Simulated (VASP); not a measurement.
An input for Ansatz (written as the equivalent of a VASP run, and not itself run):

Ansatz 0.2 input:
```yaml
crystal:
  lattice:
    - [5.3538026, 0.0000000, 0.0000000]
    - [-2.6769013, 4.6365295, 0.0000000]
    - [0.0000000, 0.0000000, 8.7518654]
  atoms:
    - { symbol: Cs, position: [0.3333330, 0.6666670, 0.2500000] }
    - { symbol: Cs, position: [0.6666670, 0.3333330, 0.7500000] }
kpoints:
  mp_grid: { grid: [9, 9, 5] }
hamiltonian:
  xc: pbesol
  pseudopotentials: { kind: paw }
scf:
  occupations: { method: tetrahedron }
  max_iter: 100
output: { forces: true, stress: true, eigenvalues: true }
```

Translate this input to VASP (INCAR, KPOINTS, POSCAR, choice of POTCAR).

Several could match; the one computed here: 
**POSCAR**
```
Cs
1
    5.3538026215     0.0000000000     0.0000000000
   -2.6769013108     4.6365294896     0.0000000000
    0.0000000000     0.0000000000     8.7518654202
Cs
2
Direct
  0.3333330000   0.6666670000   0.2500000000
  0.6666670000   0.3333330000   0.7500000000
```

File KPOINTS:
```
kpoints
0
gamma
9 9 5
0 0 0
```

### INCAR
```
SYSTEM = Cs
PREC = Accurate
ENCUT = 400
EDIFF = 1E-7
NELM = 100
ALGO = Normal
LREAL = .FALSE.
LASPH = .TRUE.
ISMEAR = -5
GGA = PS
LMAXMIX = 4
LWAVE = .FALSE.
LCHARG = .TRUE.
LORBIT = 11
NEDOS = 601
ISIF = 2
```

POTCAR, in this order: Cs_sv (PBE.64 set). Program: vasp_std.

The two are equivalent in intent, not identical: each code has its own PAW files, so the cut-off isn't converted (ENCUT is set for VASP's; basis.ecutwfc is left out, and Ansatz then takes the one that its files recommend); Ansatz stops its SCF on the density residual and VASP on the energy change (EDIFF).

The structure was generated: Cs was put into the hcp type (P6_3/mmc), which need not be its known phase. It was relaxed first.
